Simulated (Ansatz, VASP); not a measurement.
# Zn (Zinc) in two plane-wave programs

Aim: how closely do two programs agree when they are given the same cell, functional and k mesh? The cell is taken from a series of runs on this material, whose earlier steps may have relaxed, scaled, displaced or heated it; both programs get it as it stands.

Calculated with Ansatz 0.2.0; plane waves, with VASP 6.6.1 beside it; zone-centre phonons at PBEsol.

## 1. Set-up

The structure is hexagonal, space group P6_3/mmc (No. 194). The conventional cell has a = 2.670 Å, b = 2.670 Å, c = 4.966 Å, α = 90.00°, β = 90.00°, γ = 120.00°. Nearest to Zn lie 12 Zn at 2.67 to 2.92 Å.

Coordinates:

```
Zn
1.0
     2.67000    0.00000    0.00000
    -1.33500    2.31229    0.00000
     0.00000    0.00000    4.96600
Zn
2
Direct
  0.33333 0.66667 0.25000
  0.66667 0.33333 0.75000
```

## 2. VASP: zone-centre phonons, PBEsol

Second derivatives magnify differences that forces hide, and they need a tight electronic threshold.

Lines of VASP's logs that name or quote its potential files are left out, and so is its time.

Input file INCAR:

```
SYSTEM = Zn
PREC = Accurate
ENCUT = 500
EDIFF = 1E-08
NELM = 120
ISMEAR = 1
SIGMA = 0.2
LREAL = .FALSE.
ALGO = Normal
GGA = PS
NBANDS = 18
LORBIT = 11
LWAVE = .FALSE.
LCHARG = .FALSE.
ISIF = 2
IBRION = 8
LASPH = .TRUE.
GGA_COMPAT = .FALSE.
KPAR = 2
```

Input file POSCAR:

```
Zn
1.0
    2.6700000000      0.0000000000      0.0000000000
   -1.3350000000      2.3122878281      0.0000000000
    0.0000000000      0.0000000000      4.9660000000
Zn
2
Direct
    0.3333333333      0.6666666667      0.2500000000
    0.6666666667      0.3333333333      0.7500000000
```

Input file KPOINTS:

```
Automatic mesh
0
Gamma
21 21 10
0 0 0
```

Potentials, in the order of the species: Zn (PBE family, release 64).

On the command line:

```
$ mpirun -np 2 vasp_std
```

Numbers of over 12 decimals in the logs are rounded to 6 here.

The log of the run:

```text
[banner, memory and clock lines left out]
running    2 mpi-ranks, on    1 nodes
 distrk:  each k-point on    1 cores,    2 groups
 distr:  one band on    1 cores,    1 groups

 POSCAR found type information on POSCAR Zn
 POSCAR found :  1 types and       2 ions
|                                                                             |
|               ----> ADVICE to this user running VASP <----                  |
|                                                                             |
|     You enforced a specific xc type in the INCAR file but a different       |
|     [... a line on the potential file left out ...]
|     I HOPE YOU KNOW WHAT YOU ARE DOING!                                     |
|                                                                             |

 LDA part: xc-table for (Slater+PW92), standard interpolation
 POSCAR, INCAR and KPOINTS ok, starting setup
 FFT: planning ... GRIDC
 FFT: planning ... GRID_SOFT
 FFT: planning ... GRID
 WAVECAR not read
 entering main loop
       N       E                     dE             d eps       ncg     rms          rms(c)
DAV:   1     0.105067483297E+03    0.10507E+03   -0.12148E+04 10680   0.204E+03
DAV:   2     0.670734772754E+00   -0.10440E+03   -0.10188E+03 10446   0.293E+02
DAV:   3    -0.339403617320E+01   -0.40648E+01   -0.40511E+01 11586   0.665E+01
DAV:   4    -0.341516365668E+01   -0.21127E-01   -0.21122E-01 11422   0.488E+00
DAV:   5    -0.341519205029E+01   -0.28394E-04   -0.28393E-04 11182   0.158E-01    0.405E+00
DAV:   6    -0.314765902040E+01    0.26753E+00   -0.11912E+00 11156   0.232E+01    0.299E+00
DAV:   7    -0.313535699481E+01    0.12302E-01   -0.40667E-02 13204   0.353E+00    0.157E+00
DAV:   8    -0.312897647879E+01    0.63805E-02   -0.21332E-03 13840   0.672E-01    0.529E-02
DAV:   9    -0.312894002126E+01    0.36458E-04   -0.23198E-04 13984   0.214E-01    0.360E-02
DAV:  10    -0.312894501472E+01   -0.49935E-05   -0.21861E-05 10722   0.414E-02    0.300E-03
DAV:  11    -0.312894483274E+01    0.18198E-06   -0.60416E-07 11758   0.137E-02    0.201E-03
DAV:  12    -0.312894458170E+01    0.25104E-06   -0.19251E-08  9838   0.228E-03    0.319E-04
DAV:  13    -0.312894459089E+01   -0.91954E-08   -0.43120E-09  5684   0.903E-04
   1 F= -.31289446E+01 E0= -.31287080E+01  d E =-.709655E-03
 Linear response reoptimize wavefunctions to high precision
DAV:   1    -0.312894459330E+01   -0.24088E-08   -0.72129E-10  5842   0.267E-04
DAV:   2    -0.312894459332E+01   -0.21373E-10   -0.24370E-11  5484   0.494E-05
 Linear response DOF=           2
 Linear response progress:
  Degree of freedom:   1/  2
       N       E                     dE             d eps       ncg     rms          rms(c)
RMM:   1    -0.201199503386E+00   -0.20120E+00   -0.12193E-02 65343   0.172E+00
RMM:   2    -0.201015289457E+00    0.18421E-03   -0.51755E-04 71577   0.242E-01    0.471E-02
RMM:   3    -0.200574705986E+00    0.44058E-03   -0.32069E-05 84623   0.458E-02    0.268E-02
RMM:   4    -0.200089463818E+00    0.48524E-03   -0.30207E-05 82917   0.428E-02    0.226E-03
RMM:   5    -0.200095178838E+00   -0.57150E-05   -0.33621E-07 87148   0.383E-03    0.128E-03
RMM:   6    -0.200087767056E+00    0.74118E-05   -0.30154E-08 86528   0.128E-03    0.140E-04
RMM:   7    -0.200088912142E+00   -0.11451E-05   -0.31713E-09 87480   0.330E-04    0.363E-05
RMM:   8    -0.200088450687E+00    0.46145E-06   -0.15943E-09 87906   0.104E-04    0.669E-06
RMM:   9    -0.200088337142E+00    0.11355E-06   -0.12673E-09 87556   0.594E-05    0.148E-06
RMM:  10    -0.200088357212E+00   -0.20071E-07   -0.31229E-09 67256   0.455E-05    0.330E-07
RMM:  11    -0.200088362222E+00   -0.50100E-08   -0.19603E-09 53674   0.442E-05    0.140E-07
 first order change of Fermi-energy  -0.10464E-04
 force on displaced ion       1 direction 1 :  -0.464  -0.000   0.000
 Linear response progress:
  Degree of freedom:   2/  2
       N       E                     dE             d eps       ncg     rms          rms(c)
RMM:   1    -0.223544732160E+00   -0.22354E+00   -0.12234E-02 21976   0.194E+00
RMM:   2    -0.221318469771E+00    0.22263E-02   -0.15348E-03 22076   0.445E-01    0.424E-02
RMM:   3    -0.221197841638E+00    0.12063E-03   -0.63361E-05 27736   0.683E-02    0.244E-02
RMM:   4    -0.221062949664E+00    0.13489E-03   -0.46369E-05 27931   0.276E-02    0.456E-03
RMM:   5    -0.221035266496E+00    0.27683E-04   -0.12488E-05 28517   0.605E-03    0.123E-03
RMM:   6    -0.221030568166E+00    0.46983E-05   -0.38014E-06 28562   0.159E-03    0.270E-04
RMM:   7    -0.221030612878E+00   -0.44712E-07   -0.66095E-07 27445   0.531E-04    0.717E-05
RMM:   8    -0.221030272014E+00    0.34086E-06   -0.33150E-07 27122   0.181E-04    0.369E-05
RMM:   9    -0.221029597441E+00    0.67457E-06   -0.12532E-07 28745   0.927E-05    0.325E-06
RMM:  10    -0.221029616592E+00   -0.19151E-07   -0.87216E-08 27515   0.531E-05    0.107E-06
RMM:  11    -0.221029610709E+00    0.58824E-08   -0.40031E-08 21388   0.452E-05    0.405E-07
 first order change of Fermi-energy   0.26588E-04
 force on displaced ion       1 direction 3 :   0.000  -0.000  -1.642
 Linear response finished
```

Parts of OUTCAR (step 2):

```text
ion  position               nearest neighbor table
   1  0.333  0.667  0.250-   2 2.92   2 2.92   2 2.92   2 2.92   2 2.92   2 2.92
   2  0.667  0.333  0.750-   1 2.92   1 2.92   1 2.92   1 2.92   1 2.92   1 2.92

  LATTYP: Found a hexagonal cell.
 ALAT       =     2.6700000000
 C/A-ratio  =     1.8599250936

 Subroutine GETGRP returns: Found 24 space group operations
 (whereof 12 operations were pure point group operations)

The static configuration has the point symmetry D_3d.
 The point group associated with its full space group is D_6h.

 Found    288 irreducible k-points:

   k-points           NKPTS =    288   k-points in BZ     NKDIM =    288   number of bands    NBANDS=     18

   dimension x,y,z NGX =    20 NGY =   20 NGZ =   36
   dimension x,y,z NGXF=    40 NGYF=   40 NGZF=   72

   ENCUT  =  500.0 eV  36.75 Ry    6.06 a.u.   4.87  4.87  9.05*2*pi/ulx,y,z

   NELECT =      24.0000    total number of electrons

 k-points in reciprocal lattice and weights: Automatic mesh
   0.00000000  0.00000000  0.00000000       0.000
   0.04761905  0.00000000  0.00000000       0.001
   0.09523810  0.00000000  0.00000000       0.001
   0.14285714  0.00000000  0.00000000       0.001
   0.19047619  0.00000000  0.00000000       0.001
   0.23809524  0.00000000  0.00000000       0.001
   0.28571429  0.00000000  0.00000000       0.001
   0.33333333  0.00000000  0.00000000       0.001
   0.38095238  0.00000000  0.00000000       0.001
[...]
0.33333333  0.28571429  0.50000000       0.003
   0.33333333  0.33333333  0.50000000       0.000

 average (electrostatic) potential at core
       1 -36.7945       2 -36.7945

  Total       -1.2828773     -1.2828773     -0.6048944     -0.0000000      0.0000000      0.0000000
  in kB      -67.0402832    -67.0402832    -31.6104210     -0.0000000      0.0000000      0.0000000
  external PRESSURE =     -55.2303291 kB  Pullay stress =       0.0000000 kB

  energy-cutoff  :      500.00
  volume of cell :       30.66
      direct lattice vectors                 reciprocal lattice vectors
     2.670000000  0.000000000  0.000000000     0.374531835  0.216236056  0.000000000
    -1.335000000  2.312287828  0.000000000     0.000000000  0.432472112  0.000000000
     0.000000000  0.000000000  4.966000000     0.000000000  0.000000000  0.201369311

 POSITION                                       TOTAL-FORCE (eV/Angst)
 -----------------------------------------------------------------------------------
     -0.00000      1.54153      1.24150         0.000000      0.000000      0.000000
      1.33500      0.77076      3.72450        -0.000000     -0.000000      0.000000
 -----------------------------------------------------------------------------------
    total drift:                               -0.000000      0.000000      0.000000

 Eigenvectors and eigenvalues of the dynamical matrix
 ----------------------------------------------------

   1 f  =    3.503432 THz    22.012711 2PiTHz  116.861906 cm-1    14.489023 meV
             X         Y         Z           dx          dy          dz
     -0.000000  1.541525  1.241500     0.000000    0.000000   -0.707107
      1.335000  0.770763  3.724500    -0.000000    0.000000    0.707107

   2 f  =    1.863364 THz    11.707858 2PiTHz   62.155117 cm-1     7.706249 meV
             X         Y         Z           dx          dy          dz
     -0.000000  1.541525  1.241500     0.707107   -0.000000    0.000000
      1.335000  0.770763  3.724500    -0.707107    0.000000    0.000000

   3 f  =    1.863364 THz    11.707858 2PiTHz   62.155117 cm-1     7.706249 meV
             X         Y         Z           dx          dy          dz
     -0.000000  1.541525  1.241500     0.000000    0.707107    0.000000
      1.335000  0.770763  3.724500     0.000000   -0.707107    0.000000

   4 f  =    0.000000 THz     0.000000 2PiTHz    0.000000 cm-1     0.000000 meV
             X         Y         Z           dx          dy          dz
     -0.000000  1.541525  1.241500    -0.707107   -0.000000   -0.000000
      1.335000  0.770763  3.724500    -0.707107   -0.000000    0.000000

   5 f  =    0.000000 THz     0.000000 2PiTHz    0.000000 cm-1     0.000000 meV
             X         Y         Z           dx          dy          dz
     -0.000000  1.541525  1.241500    -0.000000    0.707107    0.000000
      1.335000  0.770763  3.724500    -0.000000    0.707107    0.000000

   6 f  =    0.000000 THz     0.000000 2PiTHz    0.000000 cm-1     0.000000 meV
             X         Y         Z           dx          dy          dz
     -0.000000  1.541525  1.241500    -0.000000    0.000000    0.707107
      1.335000  0.770763  3.724500     0.000000    0.000000    0.707107

 ELASTIC MODULI CONTR FROM IONIC RELAXATION (kBar)
 Direction    XX          YY          ZZ          XY          YZ          ZX
 --------------------------------------------------------------------------------
 XX         -10.9814     10.9814     -0.0000     -0.0000      0.0000      0.0000
 YY          10.9814    -10.9814      0.0000      0.0000      0.0000      0.0000
 ZZ          -0.0000      0.0000     -0.0000     -0.0000      0.0000      0.0000
 XY          -0.0000      0.0000     -0.0000    -10.9814      0.0000      0.0000
 YZ           0.0000      0.0000      0.0000      0.0000      0.0000      0.0000
 ZX           0.0000      0.0000      0.0000      0.0000      0.0000      0.0000
 --------------------------------------------------------------------------------
```

Energies printed during the response cycles are not total energies of the cell. The PAW data sets were made with PBE, which is usual practice but a small mismatch for other functionals.

## 3. Ansatz: zone-centre phonons, PBEsol

Ansatz runs on its default PAW (the set named soft_2) files.

The same cell, functional, mesh and smearing now go to Ansatz, which takes its cutoff from its data sets.

Input file input.yaml:

```yaml
crystal:
  lattice:
    - [2.67, 0.0, 0.0]
    - [-1.335, 2.3122878281, 0.0]
    - [0.0, 0.0, 4.966]
  atoms:
    - { symbol: Zn, position: [0.3333333333, 0.6666666667, 0.25] }
    - { symbol: Zn, position: [0.6666666667, 0.3333333333, 0.75] }
kpoints:
  mp_grid: { grid: [21, 21, 10] }
hamiltonian:
  xc: pbesol
scf:
  occupations: { method: methfessel_paxton, width: 0.2 }
output:
  eigenvalues: true
phonons:
  method: dfpt
```

On the command line:

```
$ ansatz run input.yaml --threads 4 --pin off --max-ram 14336MiB --backend cpu --events-out ev --progress --plain --runs-dir out
```

The log of the run:

```text
zone centre: on kpoints.mp_grid the ground state, and the responses unless they are solved on pairs of k-points, stand on 726 of the mesh's 4410 k-points, reduced under 4 symmetry operations, with k and −k counted as one. Each operation leaves every solved displacement unchanged or reverses it
Engine: ansatz 0.2.0, aarch64-unknown-linux-gnu
Pseudopotentials: kind: paw
Pseudopotential: Zn, paw, valence charge 12, recommended cutoff 420 eV (normal), Zn.paw.azcp
Functional definition: PBEsol
  exchange = pbesol_x
  correlation = pbesol_c
Crystal: 2 atoms, lattice volume = 30.659 Å³
Basis set: ecut = 420 eV, 623 PW (Γ), exchange–correlation on 36×36×72 points (8 copies of the dense FFT grid, shifted against one another)
Bands: 16, of which v1, the nominal top of the filled ones, is band 12 counted from 1 (11 counted from 0)
Symmetry: 24 space group operations
k-points: 726 of 4410 (irreducible under 4 space group operations, time reversal used)
Non-local potential: Zn, projectors of the file, l = 0: 2, l = 1: 2, l = 2: 3, l = 3: 1
PAW form: soft (Blöchl's): semilocal exchange-correlation on the pseudo side does not see the compensation charge
PAW frozen core: Zn, regenerated for the run's functional, and the local potential with it (the file was generated under x = pbe(κ = 0.804, μ = 0.219515), c = pbe(β = 0.066725))
PAW one-centre angular grid: Zn, 590 points (default); XC on 64 Gauss nodes
Initial density: superposition of atomic densities (neutral atoms: chi_scale 0, normalization atom), corrected by the library's trained network
Initial wavefunctions: pseudopotential atomic-orbital guess
Functional: x = pbesol(κ = 0.804, μ = 0.123457), c = pbesol(β = 0.046)
SCF iter   1: F=—  HF=-6561.765441 eV  |F-HF|=—  |Δ(HF+E_count)|=         —  Δρ=4.70e-3  dr2=3.80e-3  ethr=1.77e-3  ⟨swp⟩=4.9  Hψ=56056  notcnv=0
preconditioner: auto → none  [metal: Δε(μ)=0.015 eV  Ē_g=12.933 eV  σ=0.200 eV  W_gap=0.06  n_scr=4 (ndim 8)  ℏωp=32.9 eV  f_vac=0.000  D(μ)=0.53/eV (n_scr^D=2)  sad-step TF]
SCF iter   2: F=—  HF=-6561.764396 eV  |F-HF|=—  |Δ(HF+E_count)|=   1.05e-3  S|Δr|=    0.00e0  Δρ=7.09e-4  dr2=1.19e-4  ethr=1.59e-5  ⟨swp⟩=2.0  Hψ=25410  notcnv=0
SCF iter   3: F=—  HF=-6561.764161 eV  |F-HF|=—  |Δ(HF+E_count)|=   2.35e-4  S|Δr|=    0.00e0  Δρ=5.35e-4  dr2=6.54e-5  ethr=4.95e-7  ⟨swp⟩=2.0  Hψ=20342  notcnv=0
SCF iter   4: F=—  HF=-6561.764134 eV  |F-HF|=—  |Δ(HF+E_count)|=   2.67e-5  S|Δr|=    0.00e0  Δρ=7.73e-5  dr2=6.11e-7  ethr=2.73e-7  ⟨swp⟩=2.5  Hψ=20705  notcnv=0
SCF iter   5: F=—  HF=-6561.764135 eV  |F-HF|=—  |Δ(HF+E_count)|=   4.85e-7  S|Δr|=    0.00e0  Δρ=1.09e-5  dr2=1.01e-8  ethr=2.55e-9  ⟨swp⟩=2.0  Hψ=20415  notcnv=0
SCF iter   6: F=—  HF=-6561.764135 eV  |F-HF|=—  |Δ(HF+E_count)|=   4.07e-8  S|Δr|=    0.00e0  Δρ=4.21e-6  dr2=2.81e-9  ethr=4.19e-11  ⟨swp⟩=2.0  Hψ=20470  notcnv=0
SCF iter   7: F=—  HF=-6561.764135 eV  |F-HF|=—  |Δ(HF+E_count)|=  6.18e-10  S|Δr|=    0.00e0  Δρ=6.28e-7  dr2=6.27e-11  ethr=1.17e-11  ⟨swp⟩=2.9  Hψ=21221  notcnv=0
SCF iter   8: F=-6561.764135 eV  HF=-6561.764135 eV  |F-HF|=0.00e0  |Δ(HF+E_count)|=  1.82e-11  S|Δr|=    0.00e0  Δρ=2.05e-8  dr2=5.90e-14  ethr=1.00e-12  ⟨swp⟩=6.0  Hψ=56747  notcnv=0
SCF 1 converged in 8 iterations: F = -6561.764135 eV  dr2 = 5.90e-14
  greatest PAW one-centre occupation: 0.981 electrons in one spin orbital (limit 2), on the Zn atom at site 1 (counted from 0), in its partial waves of l = 2
DFPT response loops at Γ: preconditioner auto → Kerker (q_TF=auto, 2.619 Å⁻¹) (partly filled bands, converged f_vac=0.000); β = 1.00, the filter's whole step (`scf.mixing.beta` (0.50) is not read by the response loops under this deck's `scf.mixing.preconditioner`; to damp them name `kerker` or `kerker_dos`, under which they read `scf.mixing.beta`, and type it under 1.00, their step now; both keys bind the ground state too); Broyden in place of MSR1
SCF converged after 8 iterations
Stability not checked: this state was not tested for a lower state beside it, because cold or Methfessel-Paxton smearing, or corrected tetrahedra, fill the levels in a way that the test cannot read (fill_not_monotonic; see scf.lower_state_search)
Free energy (F): -6561.764135 eV
Harris-Foulkes:  -6561.764135 eV  (|F-HF|=0.00e0)
Internal energy: -6561.763430 eV  (E = F + TS)
E sigma→0 (E₀):  -6561.763959 eV
Entropy (-TS):   -0.000705 eV (-0.353 meV/atom)
Fermi energy:    10.825652 eV
--- Per-component energies (eV) ---
  E_band       = 91.325693
  E_kinetic    = 261.991483
  E_local      = -3087.399036  (includes V_loc(G=0)·N_el)
  E_nonlocal   = 1223.742808
  E_hartree    = 1290.739321
  E_xc         = -272.290731
  E_vxc        = -106.141026  (∫ρ·V_xc dr)
  E_paw        = -3575.843621  (= ΣΔE_a)
  E_vpaw       = -782.346453  (= ΣTr[D̂ρ^β])
  E_aug_tail   = -0.000742  (compensation charges beyond the density's cutoff)
  E_ewald      = -2404.297622
  E_core_change = 1.594710  (= ΣΔE_core)
  E_smearing   = -0.000705  (= −TS)
  E_closure    = -0.000000  (closes the sum)
  Σ components = -6561.764135   (vs F -6561.764135, Δ=0.00e0)
--- Band table (eV; the first three rows and the last of 726) ---
  k-point 0: bands = [... 8 lower, 3.5172, 3.7220, 3.7220, 7.1308, 7.6949, 24.1354, 27.7004, 28.0041]
  k-point 1: bands = [... 8 lower, 3.5242, 3.7185, 3.7185, 6.1782, 8.7791, 23.0328, 28.0634, 28.0634]
  k-point 2: bands = [... 8 lower, 3.5438, 3.7080, 3.7080, 5.1347, 10.2216, 21.1070, 28.2395, 28.2395]
  k-point 725: bands = [... 8 lower, 3.7824, 3.7824, 7.5301, 7.5301, 15.7721, 15.7721, 15.9825, 15.9825]
--- Phonons (Γ-DFPT): 2 representative perturbations + reference, on 726 of 4410 k-points (Σ response iterations 8) ---
  k mesh reduced under 4 symmetry operations, with k and −k counted as one. Each operation leaves every solved displacement unchanged or reverses it
  ASR residual: 1.584e-5 → 0.000e0 eV/Å²; symmetrization residual: 3.222e-13 eV/Å²
  ASR residual per site (eV/Å²): 1.58e-5 1.58e-5
  Γ frequencies (cm⁻¹): 0.00 0.00 0.00 62.96 62.96 117.70
  non-analytic LO–TO correction: not included (Born effective charges unavailable; polar crystals: no LO–TO splitting at Γ)
```

## 4. Side by side

Known differences besides the potentials themselves: the cutoff is 420 eV in Ansatz and 500 eV in VASP; Ansatz makes its cores anew for this functional, VASP keeps those of its PBE data sets. Total energies have different zeros and are not compared.

Compared:

```tsv
quantity	Ansatz	VASP	difference
optical mode 1 to 2 (cm⁻¹)	63.0	62.2	+1.29 %
optical mode 3 (cm⁻¹)	117.7	116.9	+0.72 %
```

Modes are paired by rising frequency, not by their patterns, so a pair may set unlike modes beside each other; they are those without the splitting of longitudinal modes.

## 5. Results

- r.m.s. difference of the optical zone-centre modes, each program's sorted by frequency (zone-centre phonons, PBEsol): 0.82 cm⁻¹
- difference in optical mode 1 to 2 (zone-centre phonons, PBEsol): +1.3 %

What this shows: The r.m.s. difference of the optical zone-centre modes, each program's sorted by frequency is 0.82 cm⁻¹ (zone-centre phonons, PBEsol). Among the rows given in per cent, the largest difference of the zone-centre phonons, PBEsol pair is in optical mode 1 to 2, +1.3 %. How closely two codes agree says nothing of how well the functional describes the real material.

[Lines on the potential files, build, host, timing and source positions are cut from VASP's logs without a mark.]

[Logs are printed without paths, hosts, clocks, repeated set-up lines and the standing remarks that a program may print on its own settings, such as how far it seeks lower states.]

[Hosts, paths, dates, database ids (printed as entryN), source tags and the programs' standing remarks are cut or masked in the printed files.]
